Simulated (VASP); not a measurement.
Method: PBE GGA with D3 dispersion (zero damping), VASP's PBE PAW potentials (set 64) (plane waves; VASP).

Input for VASP

### KPOINTS
```
Automatic
0
Gamma
  16 16 9
0 0 0
```

**INCAR**
```
SYSTEM  =  Be
PREC  =  Accurate; ENCUT  =  520; LREAL  =  .False.
LASPH  =  .True.
EDIFF  =  1E-6; NELM  =  100; ALGO  =  Normal
ISMEAR  =  1; SIGMA  =  0.1
GGA  =  PE; IVDW  =  11
IBRION  =  2; NSW  =  60; ISIF  =  3
EDIFFG  =  -0.01
LWAVE  =  .False.; LCHARG  =  .False.
```

File POSCAR:
```
Be
1
    1.1450000000    -1.9831980000     0.0000000000
    1.1450000000     1.9831980000     0.0000000000
    0.0000000000     0.0000000000     3.5800000000
Be
2
Direct
  0.3333330000   0.6666670000   0.2500000000
  0.6666670000   0.3333330000   0.7500000000
```

POTCAR, in this order: Be (PBE.64 set). Program: vasp_std.

Output

**OUTCAR**
```
 ion  position               nearest neighbor table
   1  0.333  0.667  0.250-   2 2.23   2 2.23   2 2.23   2 2.23   2 2.23   2 2.23
   2  0.667  0.333  0.750-   1 2.23   1 2.23   1 2.23   1 2.23   1 2.23   1 2.23
  LATTYP: Found a hexagonal cell.
 ALAT       =     2.2899998487
 C/A-ratio  =     1.5633188806
 Subroutine PRICEL returns:
 Original cell was already a primitive cell.
 Subroutine GETGRP returns: Found 24 space group operations
The static configuration has the point symmetry D_3d.
 The point group associated with its full space group is D_6h.
The dynamic configuration has the point symmetry D_3d.
 Subroutine INISYM returns: Found 24 space group operations
 Subroutine IBZKPT returns following result:
 Found    150 irreducible k-points:

 Following reciprocal coordinates:
            Coordinates               Weight
  0.000000  0.000000  0.000000      1.000000
  0.062500  0.000000  0.000000      6.000000
  0.125000  0.000000  0.000000      6.000000
  0.187500  0.000000  0.000000      6.000000
  0.250000  0.000000  0.000000      6.000000
  0.312500  0.000000  0.000000      6.000000
  0.375000  0.000000  0.000000      6.000000
  0.437500  0.000000  0.000000      6.000000
  0.500000  0.000000  0.000000      3.000000
  0.062500  0.062500  0.000000      6.000000
  0.125000  0.062500  0.000000     12.000000
  0.187500  0.062500  0.000000     12.000000
  0.250000  0.062500  0.000000     12.000000
  0.312500  0.062500  0.000000     12.000000
  0.375000  0.062500  0.000000     12.000000
  0.437500  0.062500  0.000000     12.000000
  0.125000  0.125000  0.000000      6.000000
  0.187500  0.125000  0.000000     12.000000
  0.250000  0.125000  0.000000     12.000000
  0.312500  0.125000  0.000000     12.000000
  0.375000  0.125000  0.000000     12.000000
  0.437500  0.125000  0.000000      6.000000
  0.187500  0.187500  0.000000      6.000000
  0.250000  0.187500  0.000000     12.000000
  0.312500  0.187500  0.000000     12.000000
  0.375000  0.187500  0.000000     12.000000
  0.250000  0.250000  0.000000      6.000000
  0.312500  0.250000  0.000000     12.000000
  0.375000  0.250000  0.000000      6.000000
  0.312500  0.312500  0.000000      6.000000
  0.000000  0.000000  0.111111      2.000000
  0.062500  0.000000  0.111111     12.000000
  0.125000  0.000000  0.111111     12.000000
  0.187500  0.000000  0.111111     12.000000
  0.250000  0.000000  0.111111     12.000000
  0.312500  0.000000  0.111111     12.000000
  0.375000  0.000000  0.111111     12.000000
  0.437500  0.000000  0.111111     12.000000
  0.500000  0.000000  0.111111      6.000000
  0.062500  0.062500  0.111111     12.000000
   k-points           NKPTS =    150   k-points in BZ     NKDIM =    150   number of bands    NBANDS=      6
   number of dos      NEDOS =    301   number of ions     NIONS =      2
   total plane-waves  NPLWV =   9072
   dimension x,y,z NGX =    18 NGY =   18 NGZ =   28
   dimension x,y,z NGXF=    36 NGYF=   36 NGZF=   56
   ions per type =               2
   PREC   = accura    normal or accurate (medium, high low for compatibility)
   ISTART =      0    job   : 0-new  1-cont  2-samecut
   ICHARG =      2    charge: 1-file 2-atom 10-const
   ISPIN  =      1    spin polarized calculation?
   LNONCOLLINEAR =      F non collinear calculations
   LSORBIT =      F    spin-orbit coupling
   INIWAV =      1    electr: 0-lowe 1-rand  2-diag
   ENCUT  =  520.0 eV  38.22 Ry    6.18 a.u.   4.26  4.26  6.66*2*pi/ulx,y,z
   NELM   =    100;   NELMIN=  2; NELMDL= -5     # of ELM steps
   EDIFF  = 0.1E-05   stopping-criterion for ELM
   LREAL  =      F    real-space projection
...
```

File OSZICAR:
```
       N       E                     dE             d eps       ncg     rms          rms(c)
DAV:   1    -0.218292329561E+01   -0.21829E+01   -0.17864E+03  1824   0.546E+02
DAV:   2    -0.756028004246E+01   -0.53774E+01   -0.50148E+01  2742   0.639E+01
DAV:   3    -0.759421177938E+01   -0.33932E-01   -0.33929E-01  2364   0.483E+00
DAV:   4    -0.759425064991E+01   -0.38871E-04   -0.38870E-04  2700   0.154E-01
DAV:   5    -0.759425069236E+01   -0.42449E-07   -0.42592E-07  2334   0.261E-03    0.119E+00
DAV:   6    -0.755168079511E+01    0.42570E-01   -0.54565E-03  2136   0.107E+00    0.726E-01
DAV:   7    -0.753428279484E+01    0.17398E-01   -0.61812E-03  2100   0.112E+00    0.257E-02
DAV:   8    -0.753426154903E+01    0.21246E-04   -0.13219E-05  2646   0.448E-02    0.883E-03
DAV:   9    -0.753426073039E+01    0.81864E-06   -0.25891E-06  2298   0.203E-02
   1 F= -.79793750E+01 E0= -.79793291E+01  d E =-.797937E+01
       N       E                     dE             d eps       ncg     rms          rms(c)
DAV:   1    -0.753213507123E+01    0.21265E-02   -0.95260E-02  1962   0.400E+00    0.124E-01
DAV:   2    -0.753185597292E+01    0.27910E-03   -0.14603E-04  2814   0.152E-01    0.782E-02
DAV:   3    -0.753173076328E+01    0.12521E-03   -0.10596E-04  1908   0.187E-01    0.341E-03
DAV:   4    -0.753172760875E+01    0.31545E-05   -0.58215E-07  2322   0.124E-02    0.134E-03
DAV:   5    -0.753172679634E+01    0.81241E-06   -0.19816E-07  1224   0.710E-03
   2 F= -.80074528E+01 E0= -.80073867E+01  d E =-.280778E-01
       N       E                     dE             d eps       ncg     rms          rms(c)
DAV:   1    -0.752675945942E+01    0.49681E-02   -0.29342E-03  1968   0.705E-01    0.223E-02
DAV:   2    -0.752675315726E+01    0.63022E-05   -0.47495E-06  2778   0.276E-02    0.141E-02
DAV:   3    -0.752675378561E+01   -0.62835E-06   -0.36079E-06  1932   0.347E-02
   3 F= -.80081872E+01 E0= -.80081166E+01  d E =-.288123E-01
       N       E                     dE             d eps       ncg     rms          rms(c)
DAV:   1    -0.752597980791E+01    0.77335E-03   -0.50808E-05  2064   0.919E-02    0.293E-03
DAV:   2    -0.752598011888E+01   -0.31098E-06   -0.73174E-08  2172   0.329E-03
   4 F= -.80081835E+01 E0= -.80081123E+01  d E =-.288086E-01
       N       E                     dE             d eps       ncg     rms          rms(c)
DAV:   1    -0.752601856197E+01   -0.38754E-04   -0.17144E-03  2256   0.280E-01    0.146E-02
DAV:   2    -0.752601716187E+01    0.14001E-05   -0.75403E-06  2172   0.259E-02    0.887E-03
DAV:   3    -0.752601580140E+01    0.13605E-05   -0.71622E-07  2028   0.536E-03    0.127E-04
DAV:   4    -0.752601579913E+01    0.22737E-08   -0.75855E-09  1104   0.923E-04
   5 F= -.80083343E+01 E0= -.80082447E+01  d E =-.150729E-03
```

### OUTCAR
```
------------------------ aborting loop because EDIFF is reached ----------------------------------------
 Edisp (eV)   -0.48232
  FORCE on cell =-STRESS in cart. coord.  units (eV):
  Direction    XX          YY          ZZ          XY          YZ          ZX
  --------------------------------------------------------------------------------------
  Total       0.01047     0.01047     0.01596    -0.00000    -0.00000     0.00000
  in kB       1.10770     1.10770     1.68809    -0.00000    -0.00000     0.00000
  external pressure =        1.30 kB  Pullay stress =        0.00 kB
  volume of cell :       15.15
      direct lattice vectors                 reciprocal lattice vectors
     1.115689490 -1.932430722  0.000000000     0.448153366 -0.258741488  0.000000000
     1.115689490  1.932430722 -0.000000000     0.448153366  0.258741488 -0.000000000
     0.000000000  0.000000000  3.512656765     0.000000000  0.000000000  0.284684803
 POSITION                                       TOTAL-FORCE (eV/Angst)
 -----------------------------------------------------------------------------------
      1.11569      0.64414      0.87816        -0.000000     -0.000000      0.000000
      1.11569     -0.64414      2.63449         0.000000      0.000000      0.000000
 -----------------------------------------------------------------------------------
    total drift:                                0.000000     -0.000004      0.000005
  FREE ENERGIE OF THE ION-ELECTRON SYSTEM (eV)
  ---------------------------------------------------
  free  energy   TOTEN  =        -8.0083342782 eV

  energy  without entropy=       -8.0080654073  energy(sigma->0) =       -8.00824465

 reached required accuracy - stopping structural energy minimisation
```
(Selected blocks of OUTCAR.)

**CONTCAR**
```
Be
   1.00000000000000
     1.1156894904286363   -1.9324307216188774    0.0000000000000000
     1.1156894904286363    1.9324307216188774   -0.0000000000000000
     0.0000000000000000    0.0000000000000000    3.5126567654062648
  Be
     2
Direct
     0.3333330000000032    0.6666669999999968    0.2500000000000000
     0.6666669999999968    0.3333330000000032    0.7500000000000000
```

Energy and stress use the plane-wave basis of the starting cell.

The compound is Be in the hcp structure. This run relaxes it. Symmetry was kept, so distortions that lower it aren't found.
